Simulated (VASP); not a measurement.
Output of a VASP run:

### OSZICAR
```
       N       E                     dE             d eps       ncg     rms          rms(c)
DAV:   1     0.659007438497E+01    0.65901E+01   -0.38069E+03   568   0.816E+02
DAV:   2    -0.153376902583E+02   -0.21928E+02   -0.20457E+02   816   0.106E+02
DAV:   3    -0.157784655583E+02   -0.44078E+00   -0.44078E+00   616   0.187E+01
DAV:   4    -0.157802551314E+02   -0.17896E-02   -0.17896E-02   912   0.129E+00
DAV:   5    -0.157802558500E+02   -0.71864E-06   -0.71806E-06   632   0.199E-02    0.820E+00
DAV:   6    -0.141185400571E+02    0.16617E+01   -0.76077E+00   584   0.154E+01    0.356E+00
DAV:   7    -0.140834309870E+02    0.35109E-01   -0.25385E-01   864   0.376E+00    0.166E+00
DAV:   8    -0.140754793303E+02    0.79517E-02   -0.16957E-02   576   0.119E+00    0.168E-01
DAV:   9    -0.140757404437E+02   -0.26111E-03   -0.76150E-04   904   0.239E-01    0.100E-01
DAV:  10    -0.140758443941E+02   -0.10395E-03   -0.20914E-04   776   0.112E-01    0.223E-02
DAV:  11    -0.140758451981E+02   -0.80405E-06   -0.45303E-05   736   0.404E-02    0.582E-03
DAV:  12    -0.140758453205E+02   -0.12235E-06   -0.16441E-06   496   0.103E-02
   1 F= -.14075845E+02 E0= -.14075465E+02  d E =-.759824E-03
```

OUTCAR:
```
------------------------ aborting loop because EDIFF is reached ----------------------------------------
  FORCE on cell =-STRESS in cart. coord.  units (eV):
  Direction    XX          YY          ZZ          XY          YZ          ZX
  --------------------------------------------------------------------------------------
  Total       -0.1496980     -0.1496980     -0.1496980      0.0000000      0.0000000      0.0000000
  in kB      -10.9075359    -10.9075359    -10.9075359      0.0000000      0.0000000      0.0000000
  external PRESSURE =     -10.9075359 kB  Pullay stress =       0.0000000 kB
  volume of cell :       21.99
      direct lattice vectors                 reciprocal lattice vectors
     0.000000000  2.223600000  2.223600000    -0.224860586  0.224860586  0.224860586
     2.223600000  0.000000000  2.223600000     0.224860586 -0.224860586  0.224860586
     2.223600000  2.223600000  0.000000000     0.224860586  0.224860586 -0.224860586
  FREE ENERGIE OF THE ION-ELECTRON SYSTEM (eV)
  ---------------------------------------------------
  free  energy   TOTEN  =       -14.0758453205 eV

  energy  without entropy=      -14.0750854967  energy(sigma->0) =      -14.07546541
```
(Selected blocks of OUTCAR.)

**POSCAR**
```
SiC
1
    0.0000000000     2.2236000000     2.2236000000
    2.2236000000     0.0000000000     2.2236000000
    2.2236000000     2.2236000000     0.0000000000
Si C
1 1
Direct
  0.0000000000   0.0000000000   0.0000000000
  0.2500000000   0.2500000000   0.2500000000
```

Q: Write an INCAR and KPOINTS that could have produced this output.

A: One answer among several that fit: the input of the run itself, PBE GGA, plane waves, VASP's PBE PAW potentials (set 64).

### INCAR
```
SYSTEM = SiC
PREC = Accurate
ENCUT = 520
EDIFF = 1E-6
NELM = 100
ALGO = Normal
LREAL = .FALSE.
LASPH = .TRUE.
ISMEAR = 0
SIGMA = 0.05
GGA = PE
LWAVE = .FALSE.
LCHARG = .FALSE.
ISIF = 2
NELECT = 8.1
```

### KPOINTS
```
Automatic mesh
0
gamma
 9 9 9
```

POTCAR, in this order: Si C (PBE.64 set). Program: vasp_std.

The cell is charged, with a uniform compensating background.

The compound is SiC in the zinc blende structure. The cell was not relaxed at this level. The run is one of a series of settings (NELECT = 8.1 against the base run), some of them coarse on purpose.
